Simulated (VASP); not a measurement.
Given:

```yaml
crystal:
  lattice:
    - [0.00000, 1.83846, 1.83846]
    - [1.83846, 0.00000, 1.83846]
    - [1.83846, 1.83846, 0.00000]
  atoms:
    - { symbol: Cu, position: [0.00000, 0.00000, 0.00000] }
```

Method: RPBE GGA, VASP's PBE PAW potentials (set 64) (plane waves; VASP 6.6.1). Numerical set-up: 520 eV cut-off, 17×17×17 Γ-centred mesh, first-order Methfessel-Paxton smearing of 0.10 eV, potentials Cu.

Question: Give the energy at these volumes per atom, relative to the lowest: 11.69, 12.06, 12.43, 12.81, 13.18 Å³.

Answer: 19.2, 4.4, 0.0, 4.1, 15.2 meV/atom. A third-order Birch-Murnaghan fit gives B0 = 122 GPa and B0′ = 5.5.

Measured: bulk modulus 144 GPa at 0 K (computed value off by -15.5 %), as given by Daniel Mejia-Rodriguez et al., Physical Review B (2018), arXiv:1807.09216 [0 K value with the zero-point phonon effect removed]; a 3.595 Å at 0 K (computed value off by +2.3 %), as given by Gábor I. Csonka et al., Physical Review B (2009), arXiv:0903.4037 [low-temperature or extrapolated to 0 K; zero-point anharmonic expansion removed].

The compound is Cu in the fcc structure. It was relaxed first, which changed the volume by +6 %.
